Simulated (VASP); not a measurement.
# HPbNO4 (P1) in VASP: reference runs

How does HPbNO4 come out in PBE? The cell is run as given and disturbed.

Everything below comes from runs of VASP 6.6.1. Logs are shortened: lines on timing, memory, paths and dates and some standing lists are left out, and cuts for length are marked.

### 1 The crystal as given

The typed cell holds 7 atoms: a = 4.275 Å, b = 5.609 Å, c = 5.670 Å, α = 100.02°, β = 111.92°, γ = 111.82°.

The cell was built by a generator and needn't be a form met in nature.

### 2 Single point, PBE

Input file INCAR:

```
ALGO = Normal
EDIFF = 1E-7
ENCUT = 520
GGA = PE
ISIF = 2
ISMEAR = -1
KPAR = 4
LASPH = True
LCHARG = False
LREAL = False
LWAVE = False
NBANDS = 31
NELM = 80
PREC = Accurate
SIGMA = 0.05
```

Input file KPOINTS:

```
k-points
0
Gamma
  8 6 6
```

Input file POSCAR:

```
HPbNO4
1.0
    4.2753100000     -0.0004000000      0.0063600000
   -2.0839900000      5.2077500000     -0.0490700000
   -2.1237700000     -1.8657400000      4.9149100000
H Pb N O
1 1 1 4
Direct
    0.9907300000      0.0333000000      0.9099400000
    0.5027400000      0.8198900000      0.1428700000
    0.0083800000      0.4740800000      0.5026500000
    0.9981600000      0.9274100000      0.0287700000
    0.1946700000      0.7343500000      0.6085200000
    0.8167300000      0.3588200000      0.2455600000
    0.0138100000      0.3312100000      0.6521700000
```

Potentials or basis: VASP PAW PBE potentials, release 64 (H, Pb_d, N, O).

Command:

```
$ cat potpaw_PBE.64/H/POTCAR potpaw_PBE.64/Pb_d/POTCAR potpaw_PBE.64/N/POTCAR potpaw_PBE.64/O/POTCAR > POTCAR
$ mpirun -np 4 vasp_std > vasp.out
```

OUTCAR:

```text
EDIFF = 1E-7
   ENCUT = 520
   GGA = PE
   ISIF = 2
   ISMEAR = -1
   LASPH = True
   LREAL = False
   NELM = 80
   PREC = Accurate

 ion  position               nearest neighbor table
   1  0.991  0.033  0.910-   4 0.97
   2  0.503  0.820  0.143-   4 2.34   4 2.34   6 2.66   5 2.68   7 2.89   7 3.02
   3  0.008  0.474  0.503-   7 1.26   5 1.27   6 1.27
   4  0.998  0.927  0.029-   1 0.97   2 2.34   2 2.34
   5  0.195  0.734  0.609-   3 1.27   2 2.68
   6  0.817  0.359  0.246-   3 1.27   2 2.66
   7  0.014  0.331  0.652-   3 1.26   2 2.89   2 3.02

  LATTYP: Found a triclinic cell.
 ALAT       =     8.3024666926
 B/A-ratio  =     0.5149451251
 C/A-ratio  =     0.7116445657
 COS(alpha) =     0.0126066529
 COS(beta)  =     0.3599949201
 COS(gamma) =     0.7788145159

  Lattice vectors:

 A1 = (  -6.4666300000,  -5.2069500000,   0.0363500000)
 A2 = (  -4.2753100000,   0.0004000000,  -0.0063600000)
 A3 = (  -0.0675500000,  -3.3416100000,  -4.8722000000)

Analysis of symmetry for initial positions (statically):
=====================================================================
 Subroutine PRICEL returns:
 Original cell was already a primitive cell.

 Routine SETGRP: Setting up the symmetry group for a
 triclinic supercell.

 Subroutine GETGRP returns: Found  1 space group operations
 (whereof  1 operations were pure point group operations)
 out of a pool of  2 trial point group operations.

The static configuration has the point symmetry C_1 .

Analysis of symmetry for dynamics (positions and initial velocities):
=====================================================================
 Subroutine PRICEL returns:
 Original cell was already a primitive cell.

 Routine SETGRP: Setting up the symmetry group for a
 triclinic supercell.

 Subroutine GETGRP returns: Found  1 space group operations
 (whereof  1 operations were pure point group operations)
 out of a pool of  2 trial point group operations.

The dynamic configuration has the point symmetry C_1 .

 Subroutine INISYM returns: Found  1 space group operations
 (whereof  1 operations are pure point group operations),
 and found     1 'primitive' translations

----------------------------------------------------------------------------------------

                                     Primitive cell

[... 102 lines left out ...]
   EDIFFG = 0.1E-05   stopping-criterion for IOM
   NSW    =      0    number of steps for IOM
   IBRION =     -1    ionic relax: 0-MD 1-quasi-New 2-CG
   NFREE  =      0    steps in history (QN), initial steepest desc. (CG)
   ISIF   =      2    stress and relaxation
   ISYM   =      2    0-nonsym 1-usesym 2-fastsym
   POTIM  = 0.5000    time-step for ionic-motion
   TEBEG  =    0.0;   TEEND  =   0.0 temperature during run
   PSTRESS=    0.0 pullay stress
   NELECT =      44.0000    total number of electrons
   NUPDOWN=      -1.0000    fix difference up-down
   EMIN   =  10.00;   EMAX   =-10.00  energy-range for DOS
   EFERMI =   0.00;   METHOD = LEGACY
   ISMEAR =    -1;   SIGMA  =   0.05  broadening in eV -4-tet -1-fermi 0-gaus
   EFERMI_NEDOS =   21; number of points for ismear=-14 and -15
   IALGO  =     38    algorithm
   IMIX   =      4    mixing-type and parameters
     AMIX     =   0.40;   BMIX     =  1.00
     AMIX_MAG =   1.60;   BMIX_MAG =  1.00
  volume/ion in A,a.u.               =      15.59       105.21
  Fermi-wavevector in a.u.,A,eV,Ry     =   1.209426  2.285484 19.901399  1.462712
  Thomas-Fermi vector in A             =   2.345004
   LORBIT       =      0    0 simple, 1 ext, 2 COOP (PROOUT), +10 PAW based schemes
   GGA     = PE    functional components
   LHFCALC =     F    Hartree Fock is set to
   AEXX    =    0.0000 exact exchange contribution
   IVDW    =     0    specifies the selected vdW correction
   LEPSILON=     F    determine dielectric tensor
   LRPA    =     F    only Hartree local field effects (RPA)
 non-spin polarized calculation
  energy-cutoff  :      520.00
  volume of cell :      109.13
 maximum number of plane-waves:      2959
   NGX = 15   NGY = 21   NGZ = 21

 number of electron      44.0000003 magnetization

 Free energy of the ion-electron system (eV)
  ---------------------------------------------------
  ext. energy  EPLUGINS =         0.00000000
  ---------------------------------------------------
  free energy    TOTEN  =       -40.34942868 eV

  energy without entropy =      -40.34942868  energy(sigma->0) =      -40.34942868

 E-fermi :   1.3834     XC(G=0):  -8.2531

 val. band max:        0.3585052956   @ k =   0.5000  -0.0000  -0.0000
 cond. band min:       3.1460672894   @ k =   0.3750   0.3333   0.3333
 fundamental gap:      2.7875619938
 Fermi energy:         1.3833574228

 k-point     1 :       0.0000    0.0000    0.0000
  band No.  band energies     occupation
      1     -25.7194      2.00000
      2     -20.2188      2.00000
      3     -20.1965      2.00000
      4     -17.3675      2.00000
      5     -14.9284      2.00000
      6     -14.9247      2.00000
[... 805 lines left out ...]
     30      10.8287      0.00000
     31      11.9679      0.00000

 [... further k-points ...]

------------------------ aborting loop because EDIFF is reached ----------------------------------------

  FORCE on cell =-STRESS in cart. coord.  units (eV):
  Direction    XX          YY          ZZ          XY          YZ          ZX
  --------------------------------------------------------------------------------------
  -------------------------------------------------------------------------------------
  Total       -0.1096141      0.6749246      0.6590611      0.0113912     -0.0770685      0.0207286
  in kB       -1.6093031      9.9089289      9.6760282      0.1672400     -1.1314839      0.3043275
  external PRESSURE =       5.9918847 kB  Pullay stress =       0.0000000 kB

 VOLUME and BASIS-vectors are now :
 -----------------------------------------------------------------------------
  energy-cutoff  :      520.00
  volume of cell :      109.13
      direct lattice vectors                 reciprocal lattice vectors
     4.275310000 -0.000400000  0.006360000     0.233706268  0.094813123  0.136978092
    -2.083990000  5.207750000 -0.049070000    -0.000090720  0.192674001  0.073101424
    -2.123770000 -1.865740000  4.914910000    -0.000303327  0.001800949  0.204015110

 POSITION                                       TOTAL-FORCE (eV/Angst)
 -----------------------------------------------------------------------------------
      2.23378     -1.52469      4.47694         0.000269      0.098187     -0.073336
      0.13730      4.00302      0.66516        -0.000090     -0.017809      0.014156
     -2.01966      1.53107      2.44727        -0.002023     -0.003007     -0.009036
      2.27363      4.77564      0.10224         0.000138     -0.079276      0.058370
     -1.99046      2.68889      2.95602         0.009490      0.350131      0.155769
      2.22248      1.41017      1.19449        -0.009607     -0.036607     -0.375402
     -2.01626      0.50807      3.18919         0.001823     -0.311618      0.229479
 -----------------------------------------------------------------------------------
    total drift:                                0.000065     -0.000073     -0.000061

  FREE ENERGIE OF THE ION-ELECTRON SYSTEM (eV)
  ---------------------------------------------------
  free  energy   TOTEN  =       -40.3494286771 eV

  energy  without entropy=      -40.3494286771  energy(sigma->0) =      -40.34942868
```

Run time: 3 min. Hardware: 4 MPI ranks of AMD EPYC 7R13 (Zen 3), shared host; peak memory 0.54 GiB.

Results:

| Property | Result |
| --- | --- |
| Free energy | -40.3494 eV |
| Pressure | 0.6 GPa |
| Largest force | 0.387 eV/Å |
| Band gap on the k mesh | 2.79 eV, indirect (least direct gap 3.13 eV) |

Forces in eV/Å, atoms in the order of the input:
```
H    0.000  0.098 -0.073
Pb   0.000 -0.018  0.014
N   -0.002 -0.003 -0.009
O    0.000 -0.079  0.058
O    0.009  0.350  0.156
O   -0.010 -0.037 -0.375
O    0.002 -0.312  0.229
```

Stress tensor (GPa, compression positive):
```
-0.16  0.02  0.03
 0.02  0.99 -0.11
 0.03 -0.11  0.97
```

Levels at points of the mesh, in eV from the valence-band top:
```tsv
k point	band 18	band 19	band 20	band 21	band 22	band 23	band 24	band 25	band 26	band 27
(0.00, 0.00, 0.00)	-2.29	-2.08	-2.06	-0.98	-0.42	3.31	4.47	5.20	5.93	7.41
(0.50, 0.00, 0.00)	-2.22	-2.04	-1.14	-0.72	0.00	3.16	4.24	5.43	5.97	8.21
(0.00, 0.50, 0.00)	-2.00	-1.60	-1.51	-0.99	-0.83	3.16	4.06	4.83	7.44	7.49
(0.50, 0.50, 0.00)	-2.39	-2.11	-0.82	-0.46	-0.31	2.88	5.26	5.31	5.86	7.42
(0.00, 0.00, 0.50)	-2.01	-1.60	-1.52	-0.97	-0.84	3.17	3.96	4.96	7.28	7.46
(0.50, 0.00, 0.50)	-2.39	-2.11	-0.80	-0.46	-0.32	2.87	5.28	5.29	5.87	7.41
(0.00, 0.50, 0.50)	-2.07	-1.85	-1.65	-0.91	-0.66	3.08	3.56	5.37	7.10	7.73
(0.50, 0.50, 0.50)	-2.22	-2.03	-1.13	-0.71	-0.03	3.15	4.24	5.45	5.92	8.18
```

Caveat: spin-orbit coupling is left out, which as a rule narrows the gap of such compounds by several tenths of an eV.

### 3 Single point, PBE (atoms moved at random, drawn with an rms of 0.05 Å)

INCAR is that of step 2.

KPOINTS is that of step 2.

Input file POSCAR:

```
HPbNO4
1.0
    4.2753100000     -0.0004000000      0.0063600000
   -2.0839900000      5.2077500000     -0.0490700000
   -2.1237700000     -1.8657400000      4.9149100000
H Pb N O
1 1 1 4
Direct
    0.9772270000      0.0280000000      0.9157860000
    0.4973580000      0.8138510000      0.1473020000
    0.0216940000      0.4784480000      0.5030730000
    0.9957160000      0.9200160000      0.0247770000
    0.1769550000      0.7237140000      0.6079620000
    0.8235220000      0.3666930000      0.2450740000
   -0.0022500000      0.3270090000      0.6493810000
```

Potentials or basis: VASP PAW PBE potentials, release 64 (H, Pb_d, N, O).

Command:

```
$ cat potpaw_PBE.64/H/POTCAR potpaw_PBE.64/Pb_d/POTCAR potpaw_PBE.64/N/POTCAR potpaw_PBE.64/O/POTCAR > POTCAR
$ mpirun -np 4 vasp_std > vasp.out
```

OUTCAR:

```text
EDIFF = 1E-7
   ENCUT = 520
   GGA = PE
   ISIF = 2
   ISMEAR = -1
   LASPH = True
   LREAL = False
   NELM = 80
   PREC = Accurate

 ion  position               nearest neighbor table
   1  0.977  0.028  0.916-   4 0.94
   2  0.497  0.814  0.147-   4 2.33   4 2.38   5 2.70   6 2.73   7 2.91   7 3.00
   3  0.022  0.478  0.503-   5 1.20   6 1.27   7 1.29
   4  0.996  0.920  0.025-   1 0.94   2 2.33   2 2.38
   5  0.177  0.724  0.608-   3 1.20   2 2.70
   6  0.824  0.367  0.245-   3 1.27   2 2.73
   7  0.998  0.327  0.649-   3 1.29   2 2.91   2 3.00

[... 1029 lines left out ...]
  Total       -0.6842454      5.2018060      2.2580025     -0.3746638      1.4149912     -0.1823751
  in kB      -10.0457728     76.3704929     33.1509405     -5.5006396     20.7742410     -2.6775468
  external PRESSURE =      33.1585535 kB  Pullay stress =       0.0000000 kB

 VOLUME and BASIS-vectors are now :
 -----------------------------------------------------------------------------
  energy-cutoff  :      520.00
  volume of cell :      109.13
      direct lattice vectors                 reciprocal lattice vectors
     4.275310000 -0.000400000  0.006360000     0.233706268  0.094813123  0.136978092
    -2.083990000  5.207750000 -0.049070000    -0.000090720  0.192674001  0.073101424
    -2.123770000 -1.865740000  4.914910000    -0.000303327  0.001800949  0.204015110

 POSITION                                       TOTAL-FORCE (eV/Angst)
 -----------------------------------------------------------------------------------
      2.17468     -1.56319      4.50585         0.015255      1.558512     -1.055694
      0.11747      3.96331      0.68720         0.096827      0.163157      0.006652
     -1.97274      1.55303      2.44922        -1.719799     -3.928598     -1.236569
      2.28707      4.74459      0.08296        -0.176930     -1.590115      1.097048
     -2.04285      2.63455      2.95369         0.530371      4.286090      2.086150
      2.23615      1.45207      1.19176         0.597475     -0.438399     -0.757276
      2.20507      0.49101      3.18195         0.656801     -0.050649     -0.140311
 -----------------------------------------------------------------------------------
    total drift:                                0.000456     -0.000019      0.000323

  FREE ENERGIE OF THE ION-ELECTRON SYSTEM (eV)
  ---------------------------------------------------
  free  energy   TOTEN  =       -40.0695083992 eV

  energy  without entropy=      -40.0695083992  energy(sigma->0) =      -40.06950840
```

stdout:

```text
POSCAR found type information on POSCAR H PbN O
 POSCAR found :  4 types and       7 ions
 scaLAPACK will be used
 LDA part: xc-table for (Slater+PW92), standard interpolation
 POSCAR, INCAR and KPOINTS ok, starting setup
 FFT: planning ... GRIDC
 FFT: planning ... GRID_SOFT
 FFT: planning ... GRID
 WAVECAR not read
 entering main loop
```

It took 3.4 min on 4 MPI ranks of AMD EPYC 7R13 (Zen 3), shared host; peak memory 0.54 GiB.

Results:

```
Free energy            : -40.0695 eV
Pressure               : 3.3 GPa
Largest force          : 4.796 eV/Å
Band gap on the k mesh : 2.89 eV, indirect (least direct gap 3.27 eV)
```

Forces on the atoms (eV/Å):
```
H    0.015  1.559 -1.056
Pb   0.097  0.163  0.007
N   -1.720 -3.929 -1.237
O   -0.177 -1.590  1.097
O    0.530  4.286  2.086
O    0.597 -0.438 -0.757
O    0.657 -0.051 -0.140
```

Caveat: the standard files for N, O and F lose accuracy on very short bonds; spin-orbit coupling is left out, which as a rule narrows the gap of such compounds by several tenths of an eV.
